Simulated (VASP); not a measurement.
Output of a VASP run:

File OSZICAR:
```
       N       E                     dE             d eps       ncg     rms          rms(c)
DAV:   1     0.126529801283E+03    0.12653E+03   -0.92182E+03   512   0.968E+02
DAV:   2    -0.539713096112E+01   -0.13193E+03   -0.12889E+03   664   0.219E+02
DAV:   3    -0.129215575703E+02   -0.75244E+01   -0.75188E+01   768   0.570E+01
DAV:   4    -0.130861911357E+02   -0.16463E+00   -0.16461E+00   864   0.688E+00
DAV:   5    -0.130872654105E+02   -0.10743E-02   -0.10742E-02   736   0.548E-01    0.112E+01
DAV:   6    -0.127598059483E+02    0.32746E+00   -0.89045E-01   704   0.521E+00    0.745E+00
DAV:   7    -0.127666074389E+02   -0.68015E-02   -0.44405E-01   792   0.393E+00    0.219E+00
DAV:   8    -0.127749546464E+02   -0.83472E-02   -0.57460E-02   672   0.142E+00    0.296E-01
DAV:   9    -0.127765529654E+02   -0.15983E-02   -0.29891E-03   736   0.311E-01    0.110E-01
DAV:  10    -0.127778652152E+02   -0.13122E-02   -0.10842E-03   624   0.213E-01    0.303E-02
DAV:  11    -0.127779497356E+02   -0.84520E-04   -0.98571E-05   784   0.573E-02    0.351E-02
DAV:  12    -0.127779615040E+02   -0.11768E-04   -0.11622E-05   616   0.200E-02    0.122E-02
DAV:  13    -0.127779643371E+02   -0.28331E-05   -0.92361E-06   696   0.158E-02    0.278E-03
DAV:  14    -0.127779642483E+02    0.88808E-07   -0.27093E-07   560   0.366E-03
   1 F= -.12777964E+02 E0= -.12777964E+02  d E =-.403831E-60
```

OUTCAR:
```
------------------------ aborting loop because EDIFF is reached ----------------------------------------
  FORCE on cell =-STRESS in cart. coord.  units (eV):
  Direction    XX          YY          ZZ          XY          YZ          ZX
  --------------------------------------------------------------------------------------
  Total       -0.6413994     -0.6413994     -0.6413994     -0.0000000      0.0000000      0.0000000
  in kB      -11.3186299    -11.3186299    -11.3186299     -0.0000000      0.0000000      0.0000000
  external PRESSURE =     -11.3186299 kB  Pullay stress =       0.0000000 kB
  volume of cell :       90.79
      direct lattice vectors                 reciprocal lattice vectors
     0.000000000  3.567290000  3.567290000    -0.140162420  0.140162420  0.140162420
     3.567290000  0.000000000  3.567290000     0.140162420 -0.140162420  0.140162420
     3.567290000  3.567290000  0.000000000     0.140162420  0.140162420 -0.140162420
 POSITION                                       TOTAL-FORCE (eV/Angst)
 -----------------------------------------------------------------------------------
      0.00000      0.00000      0.00000         0.000000     -0.000000      0.000000
      5.35093      5.35093      5.35093        -0.000000     -0.000000      0.000000
      1.78364      1.78364      1.78364         0.000000      0.000000     -0.000000
 -----------------------------------------------------------------------------------
    total drift:                                0.000000     -0.000000      0.000000
  FREE ENERGIE OF THE ION-ELECTRON SYSTEM (eV)
  ---------------------------------------------------
  free  energy   TOTEN  =       -12.7779642483 eV

  energy  without entropy=      -12.7779642483  energy(sigma->0) =      -12.77796425
```
(Selected blocks of OUTCAR.)

POSCAR:
```
SrCl2
1
    0.0000000000     3.5672900000     3.5672900000
    3.5672900000     0.0000000000     3.5672900000
    3.5672900000     3.5672900000     0.0000000000
Sr Cl
1 2
Direct
  0.0000000000   0.0000000000   0.0000000000
  0.7500000000   0.7500000000   0.7500000000
  0.2500000000   0.2500000000   0.2500000000
```

Task: Reconstruct the remaining input files.

Result: One answer among several that fit: the input of the run itself, PBE GGA, plane waves, VASP's PBE PAW potentials (set 64).

**KPOINTS**
```
Automatic mesh
0
Gamma
 6 6 6
```

### INCAR
```
ALGO = Normal
EDIFF = 1E-6
ENCUT = 345
GGA = PE
ISIF = 2
ISMEAR = 0
LASPH = T
LCHARG = F
LMAXMIX = 4
LREAL = F
LWAVE = F
NELM = 100
PREC = Accurate
SIGMA = 0.01
SYSTEM = SrCl2
```

POTCAR, in this order: Sr_sv Cl (PBE.64 set). Program: vasp_std.

At this cut-off the stress carries a Pulay error, which pulls relaxed volumes low.

The structure comes from a computed database's SrCl2 entry; how it stands against other phases isn't given here. The cell was not relaxed at this level. The run is one of a series of settings (ENCUT = 345 against the base run), some of them coarse on purpose.
